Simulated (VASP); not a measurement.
OSZICAR of a VASP run on Te4Pt3 (space group R-3m):

File OSZICAR:
```
       N       E                     dE             d eps       ncg     rms          rms(c)
DAV:   1     0.219983432608E+03    0.21998E+03   -0.16794E+04  1664   0.940E+02
DAV:   2    -0.249332975246E+02   -0.24492E+03   -0.23526E+03  1992   0.213E+02
DAV:   3    -0.398996655017E+02   -0.14966E+02   -0.14482E+02  1968   0.511E+01
DAV:   4    -0.403026217169E+02   -0.40296E+00   -0.39948E+00  2072   0.888E+00
DAV:   5    -0.403132965371E+02   -0.10675E-01   -0.10668E-01  1912   0.142E+00    0.231E+01
DAV:   6    -0.393334792015E+02    0.97982E+00   -0.53751E+00  1832   0.166E+01    0.148E+01
DAV:   7    -0.391143635054E+02    0.21912E+00   -0.15777E+00  1752   0.976E+00    0.680E+00
DAV:   8    -0.390437363824E+02    0.70627E-01   -0.25610E-01  1888   0.324E+00    0.206E+00
DAV:   9    -0.390231520842E+02    0.20584E-01   -0.90614E-02  1792   0.207E+00    0.109E+00
DAV:  10    -0.390235338967E+02   -0.38181E-03   -0.10967E-02  1928   0.451E-01    0.372E-01
DAV:  11    -0.390230510521E+02    0.48284E-03   -0.13879E-03  1912   0.209E-01    0.174E-01
DAV:  12    -0.390230089925E+02    0.42060E-04   -0.49179E-04  1872   0.133E-01    0.101E-01
DAV:  13    -0.390230022539E+02    0.67386E-05   -0.34817E-05  1872   0.361E-02    0.275E-02
DAV:  14    -0.390230034584E+02   -0.12045E-05   -0.36737E-06  1800   0.970E-03    0.215E-02
DAV:  15    -0.390230036321E+02   -0.17364E-06   -0.73032E-07   944   0.498E-03
   1 F= -.39023004E+02 E0= -.39014443E+02  d E =-.171214E-01  mag=    -0.0000     0.0000    -0.0000
```

Which electronic solver shows in the log?

It is blocked Davidson (ALGO = Normal, or the opening steps of other solvers). The INCAR had ALGO = Normal.

How was spin treated?

With non-collinear spinors: mag has three components.

Can the final energy be trusted as converged?

The calculation finished and met its thresholds. It stopped with EDIFF = 1E-6, NELM = 100 (PBEsol GGA with spin-orbit coupling, plane waves, VASP's PBE PAW potentials (set 64)).

The structure comes from a measured Te4Pt3 entry of the Crystallography Open Database, whose conditions weren't checked. The cell was not relaxed at this level. The k-mesh is coarse (spacing up to 0.46 per Å, 2π included), so the numbers may not be converged in it. The run is one of a series of settings (GGA_COMPAT = .FALSE., LNONCOLLINEAR = .TRUE., LSORBIT = .TRUE., MAGMOM = 0.0 0.0 0.0 0.0 0.0 0.0 0.0 0.0 0.0 0.0 0.0 0.0 0.0 0.0 0.0 0.0 0.0 0.0 0.0 0.0 0.0, program vasp_ncl against the base run), some of them coarse on purpose.
